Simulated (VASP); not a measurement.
Input for VASP

### KPOINTS
```
Automatic mesh
0
G
 11 11 11
```

### POSCAR
```
RuAl
1
    2.9900000000     0.0000000000     0.0000000000
    0.0000000000     2.9900000000     0.0000000000
    0.0000000000     0.0000000000     2.9900000000
Al Ru
1 1
Direct
  0.5000000000   0.5000000000   0.5000000000
  0.0000000000   0.0000000000   0.0000000000
```

### INCAR
```
PREC  =  Accurate
LASPH  =  .True.
GGA  =  PE   ! PBE
ENCUT  =  480
EDIFF  =  1E-6   ! SCF stop (eV)
ALGO  =  Normal   ! blocked Davidson
NSW  =  60   ! most ionic steps
SYSTEM  =  RuAl
LREAL  =  .False.
LCHARG  =  .False.
SIGMA  =  0.1   ! width (eV)
LWAVE  =  .False.
ISIF  =  3
LMAXMIX  =  4   ! l cut-off of mixed one-centre charges
NELM  =  100
ISMEAR  =  1   ! Methfessel-Paxton
IBRION  =  2   ! conjugate gradients
EDIFFG  =  -0.01
```

POTCAR, in this order: Al Ru_pv (PBE.64 set). Program: vasp_std.

### Question
Translate this PBE calculation to Ansatz.

### Answer
One equivalent input (not run):
Ansatz 0.2 input:
```yaml
crystal:
  lattice:
    - [2.9900000, 0.0000000, 0.0000000]
    - [0.0000000, 2.9900000, 0.0000000]
    - [0.0000000, 0.0000000, 2.9900000]
  atoms:
    - { symbol: Al, position: [0.5000000, 0.5000000, 0.5000000] }
    - { symbol: Ru, position: [0.0000000, 0.0000000, 0.0000000] }
kpoints:
  mp_grid: { grid: [11, 11, 11] }
hamiltonian:
  xc: pbe
  pseudopotentials: { kind: paw }
scf:
  occupations: { method: methfessel_paxton, width: 0.1 }
  max_iter: 100
relax:
  max_steps: 60
  f_tol: 0.01
  cell: {}
output: { forces: true, stress: true, eigenvalues: true }
```
Limits of the translation: each code has its own PAW files, so the cut-off isn't converted (ENCUT is set for VASP's; basis.ecutwfc is left out, and Ansatz then takes the one that its files recommend); Ansatz stops its SCF on the density residual and VASP on the energy change (EDIFF).

The compound is RuAl in the CsCl type structure. This run relaxes it. Symmetry was kept, so distortions that lower it aren't found.
